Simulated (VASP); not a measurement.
Calculation: PBEsol GGA, VASP's PBE PAW potentials (set 64) (plane waves; VASP).

The input files of a VASP run:

### INCAR
```
SYSTEM=TiAl
PREC=Accurate; ENCUT=520; LREAL=.FALSE.
LASPH=.TRUE.; ICHARG=11
EDIFF=1E-7; NELM=100; ALGO=Normal
LMAXMIX=4
ISMEAR=0; SIGMA=0.05
GGA=PS
LWAVE=.FALSE.; LCHARG=.FALSE.; LORBIT=11
```

KPOINTS:
```
k-points along high-symmetry lines
10
Line-mode
Reciprocal
  0.000000   0.000000   0.000000 ! GAMMA
  0.000000   0.500000   0.000000 ! X

  0.000000   0.500000   0.000000 ! X
  0.500000   0.500000   0.000000 ! M

  0.500000   0.500000   0.000000 ! M
  0.000000   0.000000   0.000000 ! GAMMA

  0.000000   0.000000   0.000000 ! GAMMA
  0.000000   0.000000   0.500000 ! Z

  0.000000   0.000000   0.500000 ! Z
  0.000000   0.500000   0.500000 ! R

  0.000000   0.500000   0.500000 ! R
  0.500000   0.500000   0.500000 ! A

  0.500000   0.500000   0.500000 ! A
  0.000000   0.000000   0.500000 ! Z

  0.000000   0.500000   0.000000 ! X
  0.000000   0.500000   0.500000 ! R

  0.500000   0.500000   0.000000 ! M
  0.500000   0.500000   0.500000 ! A
```

POSCAR:
```
TiAl
1.0
  2.7996882828   0.0000000000   0.0000000000
  0.0000000000   2.7996882828   0.0000000000
  0.0000000000   0.0000000000   4.0271286154
Ti Al
1 1
direct
  0.0000000000   0.0000000000   0.0000000000
  0.5000000000   0.5000000000   0.5000000000
```

POTCAR, in this order: Ti_sv Al (PBE.64 set). Program: vasp_std. Read from the step before: CHGCAR.

Output of the run:

File OUTCAR:
```
 ion  position               nearest neighbor table
   1  0.000  0.000  0.000-   2 2.82   2 2.82   2 2.82   2 2.82   2 2.82   2 2.82   2 2.82   2 2.82
  LATTYP: Found a simple tetragonal cell.
 ALAT       =     2.7996882828
 C/A-ratio  =     1.4384203556
 Subroutine PRICEL returns:
 Original cell was already a primitive cell.
 Subroutine GETGRP returns: Found 16 space group operations
The static configuration has the point symmetry D_4h.
The dynamic configuration has the point symmetry D_4h.
 Subroutine INISYM returns: Found 16 space group operations
   k-points           NKPTS =     90   k-points in BZ     NKDIM =     90   number of bands    NBANDS=     11
   number of dos      NEDOS =    301   number of ions     NIONS =      2
   total plane-waves  NPLWV =  17280
   dimension x,y,z NGX =    24 NGY =   24 NGZ =   30
   dimension x,y,z NGXF=    48 NGYF=   48 NGZF=   60
   ions per type =               1   1
   PREC   = accura    normal or accurate (medium, high low for compatibility)
   ISTART =      0    job   : 0-new  1-cont  2-samecut
   ICHARG =     11    charge: 1-file 2-atom 10-const
   ISPIN  =      1    spin polarized calculation?
   LNONCOLLINEAR =      F non collinear calculations
   LSORBIT =      F    spin-orbit coupling
   INIWAV =      1    electr: 0-lowe 1-rand  2-diag
   ENCUT  =  520.0 eV  38.22 Ry    6.18 a.u.   5.21  5.21  7.49*2*pi/ulx,y,z
   NELM   =    100;   NELMIN=  2; NELMDL= -5     # of ELM steps
   EDIFF  = 0.1E-06   stopping-criterion for ELM
   LREAL  =      F    real-space projection
   NLSPLINE    = F    spline interpolate recip. space projectors
   LMAXMIX     =    4 max onsite mixed and CHGCAR
   VOSKOWN=      0    Vosko Wilk Nusair interpolation
   EDIFFG = 0.1E-05   stopping-criterion for IOM
   NSW    =      0    number of steps for IOM
   NBLOCK =      1;   KBLOCK =      1    inner block; outer block
   IBRION =     -1    ionic relax: 0-MD 1-quasi-New 2-CG
   NFREE  =      0    steps in history (QN), initial steepest desc. (CG)
   ISIF   =      2    stress and relaxation
   ISYM   =      2    0-nonsym 1-usesym 2-fastsym
   TEIN   =    0.0    initial temperature
   TEBEG  =    0.0;   TEEND  =   0.0 temperature during run
   SMASS  =  -3.00    Nose mass-parameter (am)
   PSTRESS=    0.0 pullay stress
   NELECT =      15.0000    total number of electrons
   EFERMI =   0.00;   METHOD = LEGACY
   ISMEAR =     0;   SIGMA  =   0.05  broadening in eV -4-tet -1-fermi 0-gaus
   IALGO  =     38    algorithm
   LDIAG  =      T    sub-space diagonalisation (order eigenvalues)
   IMIX   =      4    mixing-type and parameters
     AMIX     =   0.40;   BMIX     =  1.00
     AMIX_MAG =   1.60;   BMIX_MAG =  1.00
     AMIN     =   0.10
   GGA     = PS    functional components
   VOSKOWN =     0    Vosko Wilk Nusair interpolation
   LHFCALC =     F    Hartree Fock is set to
   LHFONE  =     F    Hartree Fock one center treatment
   AEXX    =    0.0000 exact exchange contribution
   IVDW    =     0    specifies the selected vdW correction
   LEPSILON=     F    determine dielectric tensor
   LRPA    =     F    only Hartree local field effects (RPA)
  energy-cutoff  :      520.00
  volume of cell :       31.57
      direct lattice vectors                 reciprocal lattice vectors
     2.799688283  0.000000000  0.000000000     0.357182621  0.000000000  0.000000000
     0.000000000  2.799688283  0.000000000     0.000000000  0.357182621  0.000000000
     0.000000000  0.000000000  4.027128615     0.000000000  0.000000000  0.248315883
 k-point     1 :   0.0000 0.0000 0.0000  plane waves:     855
 k-point     2 :   0.0000 0.0556 0.0000  plane waves:     849
 k-point     3 :   0.0000 0.1111 0.0000  plane waves:     851
 k-point     4 :   0.0000 0.1667 0.0000  plane waves:     859
 k-point     5 :   0.0000 0.2222 0.0000  plane waves:     852
 k-point     6 :   0.0000 0.2778 0.0000  plane waves:     852
 k-point     7 :   0.0000 0.3333 0.0000  plane waves:     842
 k-point     8 :   0.0000 0.3889 0.0000  plane waves:     842
 k-point     9 :   0.0000 0.4444 0.0000  plane waves:     844
 k-point    10 :   0.0000 0.5000 0.0000  plane waves:     842
...
```

File OSZICAR:
```
       N       E                     dE             d eps       ncg     rms          rms(c)
DAV:   1     0.923285716107E+02    0.92329E+02   -0.76571E+03  1980   0.141E+03
DAV:   2    -0.708009683102E+01   -0.99409E+02   -0.96107E+02  2031   0.337E+02
DAV:   3    -0.131881750115E+02   -0.61081E+01   -0.58709E+01  3109   0.807E+01
DAV:   4    -0.133923751902E+02   -0.20420E+00   -0.20045E+00  2432   0.121E+01
DAV:   5    -0.133999149462E+02   -0.75398E-02   -0.75361E-02  2855   0.212E+00
DAV:   6    -0.134000992849E+02   -0.18434E-03   -0.18433E-03  2522   0.259E-01
DAV:   7    -0.134001034020E+02   -0.41171E-05   -0.41178E-05  2891   0.351E-02
DAV:   8    -0.134001035163E+02   -0.11437E-06   -0.11506E-06  2471   0.436E-03
DAV:   9    -0.134001035202E+02   -0.38144E-08   -0.31093E-08  1723   0.631E-04
   1 F= -.13400104E+02 E0= -.13397850E+02  d E =-.450663E-02
```

OUTCAR:
```
 val. band max:        8.2742900497   @ k =   0.5000   0.5000   0.0000

 cond. band min:       8.2867677258   @ k =   0.0000   0.0000   0.0556



 k-point     1 :       0.0000    0.0000    0.0000
  band No.  band energies     occupation
      1     -47.8230      2.00000
      2     -24.3264      2.00000
      3     -23.8572      2.00000
      4     -23.8572      2.00000
      5      -0.6349      2.00000
      6       6.5835      2.00000
      7       7.6429      2.00000
      8       8.2193      1.92414
      9      10.7341      0.00000
     10      10.7341      0.00000
     11      11.9022      0.00000

 k-point     2 :       0.0000    0.0556    0.0000
  band No.  band energies     occupation
      1     -47.8211      2.00000
      2     -24.3245      2.00000
      3     -23.8734      2.00000
      4     -23.8558      2.00000
      5      -0.5727      2.00000
      6       6.6350      2.00000
      7       7.6679      2.00000
      8       8.1583      1.99954
      9      10.7449      0.00000
     10      10.8070      0.00000
     11      11.8382      0.00000

 k-point     3 :       0.0000    0.1111    0.0000
  band No.  band energies     occupation
      1     -47.8154      2.00000
      2     -24.3190      2.00000
      3     -23.9200      2.00000
      4     -23.8518      2.00000
      5      -0.3874      2.00000
      6       6.7811      2.00000
      7       7.7311      2.00000
      8       7.9944      2.00000
      9      10.7761      0.00000
     10      11.0104      0.00000
     11      11.6622      0.00000

 k-point     4 :       0.0000    0.1667    0.0000
  band No.  band energies     occupation
      1     -47.8067      2.00000
      2     -24.3105      2.00000
      3     -23.9909      2.00000
      4     -23.8457      2.00000
      5      -0.0821      2.00000
      6       6.9972      2.00000
      7       7.7683      2.00000
      8       7.7884      2.00000
      9      10.8244      0.00000
     10      11.3150      0.00000
...
```

The density is held fixed in this step, so its total energy and stress have no physical meaning.

The compound is TiAl in the L1_0 structure. It was relaxed first. The electron count is odd and the run is not spin-polarised, which forces a metal.
